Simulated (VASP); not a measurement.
Input:

```xyz
6
Lattice="4.4679 0.0000 0.0000 0.0000 4.4679 0.0000 0.0000 0.0000 3.1220" Properties=species:S:1:pos:R:3 pbc="T T T"
Sn     0.0000     0.0000     0.0000
Sn     2.2339     2.2339     1.5610
O      1.3650     1.3650     0.0000
O      3.5989     0.8690     1.5610
O      0.8690     3.5989     1.5610
O      3.1029     3.1029     0.0000
```

All values below come from PBEsol GGA, VASP's PBE PAW potentials (set 64) (plane waves; VASP). Run with 620 eV cut-off, 5×5×7 Γ-centred mesh, Gaussian smearing of 0.050 eV, potentials Sn_d O.

Unless said otherwise, spin-orbit coupling is left out, though it shifts the bands of the heavy elements here.

### Question
What does the run give for the energy per atom (σ→0), pressure, band gap (on the k-mesh) with the smallest direct gap where there is one?

### Answer

The band gap (on the k-mesh) comes out as 2.79 eV and the smallest direct gap (on the k-mesh) is 2.79 eV. The energy per atom (σ→0) is -6.391 eV/atom and the pressure comes out as 45.00 GPa.

Only differences to runs with the same potentials and settings are physical.

The compound is SnO2 in the rutile structure. It was relaxed first under an external pressure of 45 GPa.
